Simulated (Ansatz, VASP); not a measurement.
**TiNF: VASP beside Ansatz**

Aim: how closely do two programs agree when they are given the same cell, functional and k mesh? The structure shown is the start of the Ansatz relaxation below; VASP solves that cell, so the two are compared at the walk's first step.

Method: plane waves, with VASP 6.6.1 beside it; PBEsol with D3(BJ), in Ansatz 0.2.0.

### Step 1. Set-up

The cell holds 12 atoms: 4 F, 4 Ti and 4 N. Cell: a = 3.062 Å, b = 3.964 Å, c = 27.206 Å, α = 90.0°, β = 90.0°, γ = 90.0°. It derives from TiNF. As first built, before any earlier steps moved the atoms or strained the cell (in the runner's words): kind sheets cut from a layered crystal; sheets 2. Vacuum lies along c.

Structure file:

```xyz
12
Lattice="3.0620 0.0000 0.0000 0.0000 3.9644 0.0000 0.0000 0.0000 27.2057" Properties=species:S:1:pos:R:3
F     1.5310    1.9822   19.7057
F     0.0000    3.9644   15.3708
F     1.5310    1.9822   11.8349
F     0.0000    3.9644    7.5000
Ti    0.0000    1.9822   18.3575
Ti    1.5310    3.9644   16.7190
Ti    0.0000    1.9822   10.4867
Ti    1.5310    3.9644    8.8482
N     0.0000    3.9644   18.0159
N     1.5310    1.9822   17.0606
N     0.0000    3.9644   10.1451
N     1.5310    1.9822    9.1898
```

### Step 2. Ansatz: relaxation, PBEsol with D3(BJ)

Ansatz runs on its default PAW (the set named soft_2) files.

The two programs are compared at the cell with which this relaxation starts, whose forces are those of its first step.

input.yaml reads:

```yaml
crystal:
  lattice:
    - [3.062004, 0.0, 0.0]
    - [0.0, 3.964387, 0.0]
    - [0.0, 0.0, 27.2056991612]
  atoms:
    - { symbol: F, position: [0.5, 0.5, 0.724322468] }
    - { symbol: Ti, position: [0.0, 0.5, 0.674766903] }
    - { symbol: "N", position: [0.0, 0.0, 0.662210358] }
    - { symbol: "N", position: [0.5, 0.5, 0.627097627] }
    - { symbol: Ti, position: [0.5, 0.0, 0.614541082] }
    - { symbol: F, position: [0.0, 0.0, 0.564985517] }
    - { symbol: F, position: [0.5, 0.5, 0.435014483] }
    - { symbol: Ti, position: [0.0, 0.5, 0.385458918] }
    - { symbol: "N", position: [0.0, 0.0, 0.372902373] }
    - { symbol: "N", position: [0.5, 0.5, 0.337789642] }
    - { symbol: Ti, position: [0.5, 0.0, 0.325233097] }
    - { symbol: F, position: [0.0, 0.0, 0.275677532] }
kpoints:
  mp_grid: { grid: [8, 6, 1] }
scf:
  occupations: { method: fermi_dirac, width: 0.02 }
  n_extra_bands: 11
hamiltonian:
  xc: pbesol
  pseudopotentials: { kind: paw }
  dispersion: d3bj
output:
  forces: true
  write_potential: true
  volumetric_format: []
relax:
  f_tol: 0.03
  max_steps: 45
  cell: { fix: [c, alpha, beta] }
```

Run with:

```
$ ansatz run input.yaml --threads 4 --pin off --max-ram 12288MiB --backend cpu --events-out ev --progress --plain --runs-dir out
```

Numbers of over 12 decimals in the logs are rounded to 6 here.

The log of the run:

```text
scf.n_extra_bands = 11 over 48 filled bands (N_el = 96.0): the run solves 59 bands
Engine: ansatz 0.2.0, x86_64-unknown-linux-gnu
Pseudopotentials: kind: paw
Pseudopotential: F, paw, valence charge 7, recommended cutoff 420 eV (normal), F.paw.azcp
Pseudopotential: Ti, paw, valence charge 12, recommended cutoff 420 eV (normal), Ti.paw.azcp
Pseudopotential: N, paw, valence charge 5, recommended cutoff 420 eV (normal), N.paw.azcp
Functional definition: PBEsol
  exchange = pbesol_x
  correlation = pbesol_c
Crystal: 12 atoms, lattice volume = 330.249 Å³
Basis set: ecut = 420 eV, 6493 PW (Γ), exchange–correlation on 48×54×384 points (8 copies of the dense FFT grid, shifted against one another)
Bands: 59, of which v1, the nominal top of the filled ones, is band 48 counted from 1 (47 counted from 0)
Symmetry: 8 space group operations
Space group: Pmmn (ITA 59), of the structure as read, at distance tolerance 6.9e-5 Å
k-points: 20 of 48
Non-local potential: F, projectors of the file, l = 0: 2, l = 1: 2, l = 2: 1
Non-local potential: Ti, projectors of the file, l = 0: 3, l = 1: 2, l = 2: 3, l = 3: 1
Non-local potential: N, projectors of the file, l = 0: 2, l = 1: 2, l = 2: 1
PAW form: soft (Blöchl's): semilocal exchange-correlation on the pseudo side does not see the compensation charge
PAW frozen core: F, regenerated for the run's functional, and the local potential with it (the file was generated under x = pbe(κ = 0.804, μ = 0.219515), c = pbe(β = 0.066725))
PAW frozen core: Ti, regenerated for the run's functional, and the local potential with it (the file was generated under x = pbe(κ = 0.804, μ = 0.219515), c = pbe(β = 0.066725))
PAW frozen core: N, regenerated for the run's functional, and the local potential with it (the file was generated under x = pbe(κ = 0.804, μ = 0.219515), c = pbe(β = 0.066725))
PAW one-centre angular grid: F, 110 points (default); XC on 64 Gauss nodes
PAW one-centre angular grid: Ti, 590 points (default); XC on 64 Gauss nodes
PAW one-centre angular grid: N, 110 points (default); XC on 64 Gauss nodes
Initial density: superposition of atomic densities (neutral atoms: chi_scale 0, normalization atom), corrected by the library's trained network
Initial wavefunctions: pseudopotential atomic-orbital guess
Functional: x = pbesol(κ = 0.804, μ = 0.123457), c = pbesol(β = 0.046)
SCF iter   1: F=—  HF=-14629.065659 eV  |F-HF|=—  |Δ(HF+E_count)|=         —  Δρ=8.40e-3  dr2=1.56e-1  ethr=1.77e-3  ⟨swp⟩=7.0  Hψ=5087  notcnv=0
preconditioner: auto → Resta (q_TF=auto, 2.221 Å⁻¹)  ε∞=3.9  [insulator: Δε(μ)=0.620 eV  Ē_g=9.527 eV  σ=0.020 eV  W_gap=1.00  n_scr=58 (ndim 8)  ℏωp=16.3 eV  f_vac=0.580  D(μ)=0.00/eV (n_scr^D=0)  ε∞_Penn≈3.9  vacuum switching on, ρ_ref=6.6e-3 e/Å³]
SCF iter   2: F=—  HF=-14629.031878 eV  |F-HF|=—  |Δ(HF+E_count)|=   3.38e-2  Δρ=3.74e-3  dr2=3.72e-2  ethr=1.62e-4  ⟨swp⟩=2.8  Hψ=2176  notcnv=0  defer=109
SCF iter   3: F=—  HF=-14629.026207 eV  |F-HF|=—  |Δ(HF+E_count)|=   5.67e-3  Δρ=1.55e-3  dr2=7.43e-3  ethr=3.88e-5  ⟨swp⟩=3.1  Hψ=2400  notcnv=0  defer=109
SCF iter   4: F=—  HF=-14629.026189 eV  |F-HF|=—  |Δ(HF+E_count)|=   1.82e-5  Δρ=9.20e-4  dr2=2.56e-3  ethr=7.73e-6  ⟨swp⟩=2.7  Hψ=1767  notcnv=0  defer=109
SCF iter   5: F=—  HF=-14629.026088 eV  |F-HF|=—  |Δ(HF+E_count)|=   1.01e-4  Δρ=2.59e-4  dr2=2.13e-4  ethr=2.67e-6  ⟨swp⟩=2.5  Hψ=1737  notcnv=0  defer=109
SCF iter   6: F=—  HF=-14629.026167 eV  |F-HF|=—  |Δ(HF+E_count)|=   7.94e-5  Δρ=7.38e-5  dr2=3.10e-5  ethr=2.22e-7  ⟨swp⟩=2.0  Hψ=1691  notcnv=0  defer=109
SCF iter   7: F=—  HF=-14629.026497 eV  |F-HF|=—  |Δ(HF+E_count)|=   3.30e-4  Δρ=5.54e-5  dr2=2.14e-5  ethr=3.23e-8  ⟨swp⟩=2.1  Hψ=1749  notcnv=0  defer=109
SCF iter   8: F=—  HF=-14629.026497 eV  |F-HF|=—  |Δ(HF+E_count)|=   7.12e-7  Δρ=1.48e-5  dr2=1.46e-6  ethr=2.23e-8  ⟨swp⟩=2.0  Hψ=1264  notcnv=0  defer=109
SCF iter   9: F=—  HF=-14629.026498 eV  |F-HF|=—  |Δ(HF+E_count)|=   4.47e-7  Δρ=5.47e-6  dr2=1.56e-7  ethr=1.52e-9  ⟨swp⟩=2.0  Hψ=1616  notcnv=0  defer=109
SCF iter  10: F=-14629.026498 eV  HF=-14629.026498 eV  |F-HF|=3.27e-9  |Δ(HF+E_count)|=   1.45e-8  Δρ=2.14e-6  dr2=2.12e-8  ethr=1.04e-10  ⟨swp⟩=10.2  Hψ=8263  notcnv=0
SCF 1 converged in 10 iterations: F = -14629.026498 eV  dr2 = 2.12e-8
  greatest PAW one-centre occupation: 0.999 electrons in one spin orbital (limit 2), on the Ti atom at site 7 (counted from 0), in its partial waves of l = 0
relax step   1: F+E_penalty+E_count = -14629.02649791 eV  Δ(F+E_penalty+E_count) = +0.000e0 eV  max|allowed force component| = 4.448e-1 eV/Å  Δτ_max = 0.0000 Å  P = -3.248 GPa  Ω = 330.249 Å³  fix = [c, alpha, beta]  reactions: c -2.615 GPa  (10 SCF iters, dr2 threshold 1.00e-7 eV, accepted)
Crystal: 12 atoms, lattice volume = 322.426 Å³
[...]
SCF iter   6: F=-14629.463344 eV  HF=-14629.463344 eV  |F-HF|=1.15e-10  |Δ(HF+E_count)|=  3.07e-10  Δρ=1.30e-7  dr2=9.24e-11  ethr=1.00e-12  ⟨swp⟩=8.2  Hψ=6355  notcnv=0
SCF 12 converged in 6 iterations: F = -14629.463344 eV  dr2 = 9.24e-11
relax step  12: F+E_penalty+E_count = -14629.46334422 eV  Δ(F+E_penalty+E_count) = +6.415e-4 eV  max|allowed force component| = 3.063e-3 eV/Å  Δτ_max = 0.0000 Å  P = -0.005 GPa  Ω = 320.766 Å³  fix = [c, alpha, beta]  reactions: c -0.013 GPa  stress off target by 2.83e-3 GPa on what of the cell is left free  SCF on the basis re-selected at this cell (its energy is not comparable with the rows above)  (6 SCF iters)
basis re-selected at this cell: Δ(F+E_penalty+E_count) = +6.415e-4 eV, ΔP = -0.002 GPa vs the last step (what re-selecting the basis moved, of the pressure what is left beyond the Pulay correction that the steps carried, after the strain that the cell walked since its last selection, with what the two solves' SCF thresholds leave and, on support functions, any second-order correction that the steps lacked; it is no m [...]
WARN: The output density's exchange-correlation potential varies sharply where the density is thin. Do not read a vacuum level from v_tot or v_xc, or from such a field of the output density. On a cell that repeats whose density bears no net charge and no dipole along the vacuum's axis use v_es (v_loc + v_h of the components); under efield.dipole_correction with no amplitude use v_es + v_field, which holds any externa [...]
SCF converged after 6 iterations
Free energy (F): -14629.463344 eV
Harris-Foulkes:  -14629.463344 eV  (|F-HF|=1.15e-10)
Internal energy: -14629.463344 eV  (E = F + TS)
E sigma→0 (E₀):  -14629.463344 eV
Fermi energy:    0.433438 eV
--- Per-component energies (eV) ---
  E_band       = -1761.602124
  E_kinetic    = 2440.630616
  E_local      = -123274.387961  (includes V_loc(G=0)·N_el)
  E_nonlocal   = 498.663249
  E_hartree    = 60392.142168
  E_xc         = -944.478310
  E_vxc        = -1202.342861  (∫ρ·V_xc dr)
  E_paw        = -5345.789883  (= ΣΔE_a)
  E_vpaw       = -1008.460690  (= ΣTr[D̂ρ^β])
  E_aug_tail   = 0.009219  (compensation charges beyond the density's cutoff)
  E_ewald      = 51604.833525
  E_disp       = -1.925670  (pairwise vdW)
  E_core_change = 0.839703  (= ΣΔE_core)
  E_smearing   = -0.000000  (= −TS)
  E_closure    = -0.000000  (closes the sum)
  Σ components = -14629.463344   (vs F -14629.463344, Δ=0.00e0)
--- Forces (eV/Å), atoms counted from 1 ---
  atom   1  F      0.00000000    -0.00000000    -0.00165954
  atom   2  Ti    -0.00000000     0.00000000     0.00306312
  atom   3  N      0.00000000    -0.00000000    -0.00054328
  atom   4  N      0.00000000    -0.00000000    -0.00154206
  atom   5  Ti     0.00000000    -0.00000000    -0.00248631
  atom   6  F      0.00000000    -0.00000000    -0.00058217
  atom   7  F      0.00000000     0.00000000     0.00058217
  atom   8  Ti     0.00000000     0.00000000     0.00248631
  atom   9  N      0.00000000     0.00000000     0.00154206
  atom  10  N      0.00000000     0.00000000     0.00054328
  atom  11  Ti    -0.00000000    -0.00000000    -0.00306312
  atom  12  F      0.00000000     0.00000000     0.00165954
  max |Σ_I F_I| component: 2.17e-19 eV/Å
--- Stress (GPa, compression-positive) ---
        0.001001      -0.000000       0.000000
       -0.000000      -0.002835      -0.000000
        0.000000      -0.000000      -0.012858
  P = ⅓ Tr σ = -0.0049 GPa (-0.049 kbar)
--- Band table (eV; the first three rows and the last of 20) ---
  k-point 0: bands = [... 44 lower, -1.2016, -1.1975, 0.1014, 0.1050, 0.7624, 0.7649, 1.5587, 1.5953, ... 7 higher]
  k-point 1: bands = [... 44 lower, -1.6654, -1.6627, -1.0885, -1.0749, 1.2962, 1.3001, 1.5651, 1.6354, ... 7 higher]
  k-point 2: bands = [... 44 lower, -2.3207, -2.3122, -2.2792, -2.1684, 1.2133, 1.3134, 1.4635, 1.5184, ... 7 higher]
  k-point 19: bands = [... 44 lower, -2.7867, -2.7867, -2.6877, -2.6877, 2.1194, 2.1194, 2.1564, 2.1564, ... 7 higher]
--- Relaxed structure (10 steps of the walk, 9 accepted, 2 SCFs on fresh bases) ---
  F+E_penalty+E_count = -14629.46334422 eV   max|allowed force component| = 3.063e-3 eV/Å   (the final SCF, on the basis selected at the relaxed cell)
  cell:  # Å, volume = 320.7660 Å³
    - [3.016811, 0.0, 0.0]
    - [0.0, 3.908232, 0.0]
    - [0.0, 0.0, 27.2056991612]
  atoms:
    - { symbol: F, position: [0.5, 0.500000, 0.682281] }
    - { symbol: Ti, position: [0, 0.500000, 0.633466] }
    - { symbol: N, position: [0, 0, 0.621501] }
    - { symbol: N, position: [0.5, 0.500000, 0.586090] }
    - { symbol: Ti, position: [0.5, 0, 0.574048] }
    - { symbol: F, position: [0, 0, 0.525409] }
    - { symbol: F, position: [0.5, 0.500000, 0.474591] }
    - { symbol: Ti, position: [0, 0.500000, 0.425952] }
    - { symbol: N, position: [0, 0, 0.413910] }
    - { symbol: N, position: [0.5, 0.500000, 0.378499] }
    - { symbol: Ti, position: [0.5, 0, 0.366534] }
    - { symbol: F, position: [0, 0, 0.317719] }
```

(Part 1 of 2 ends here.)

[Lines on the potential files, build, host, timing and source positions are cut from VASP's logs without a mark.]

[Logs are printed without paths, hosts, clocks, repeated set-up lines and the standing remarks that a program may print on its own settings, such as how far it seeks lower states.]

[Hosts, paths, dates, database ids (printed as entryN), source tags and the programs' standing remarks are cut or masked in the printed files.]
